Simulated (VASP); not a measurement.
## In$_{4}$As$_{2}$Sb$_{2}$ (ordered alloy cell): computed properties

The numbers are results of PBEsol GGA, VASP's PBE PAW potentials (set 64) (plane waves; VASP), not measurements.

```json
{
  "space_group": "R3m (160)",
  "cell": "a = 4.4615 Å, b = 4.4615 Å, c = 43.7073 Å, α = 90.00°, β = 90.00°, γ = 120.00°",
  "volume_per_atom": "31.39 Å³/atom",
  "band gap (over mesh and band path)": "none (metal, semimetal or under 0.01 eV)",
  "density": "5.64 g/cm³"
}
```

```cif
data_As6In12Sb6
_chemical_formula_sum 'In12 Sb6 As6'
_space_group_name_H-M_alt 'R3m :H'
_space_group_IT_number 160
_space_group_name_Hall 'R 3 -2"'
_cell_length_a 4.46152
_cell_length_b 4.46152
_cell_length_c 43.70727
_cell_angle_alpha 90.000
_cell_angle_beta 90.000
_cell_angle_gamma 120.000
loop_
_atom_site_label
_atom_site_type_symbol
_atom_site_symmetry_multiplicity
_atom_site_Wyckoff_symbol
_atom_site_fract_x
_atom_site_fract_y
_atom_site_fract_z
_atom_site_occupancy
In1 In 3 a 0.00000 0.00000 0.00491 1
In2 In 3 a 0.00000 0.00000 0.25021 1
In3 In 3 a 0.00000 0.00000 0.49518 1
In4 In 3 a 0.00000 0.00000 0.74987 1
Sb1 Sb 3 a 0.00000 0.00000 0.31446 1
Sb2 Sb 3 a 0.00000 0.00000 0.55982 1
As1 As 3 a 0.00000 0.00000 0.81042 1
As2 As 3 a 0.00000 0.00000 0.06513 1
```
(The calculation used a cell of 8 atoms; values per cell refer to that cell.)

Unless said otherwise, spin-orbit coupling is left out, though it shifts the bands of the heavy elements here.

The structure was generated: In4As2Sb2 was put into an ordered model structure (R3m), which need not be its known phase. It was relaxed first. Symmetry was kept, so distortions that lower it aren't found.
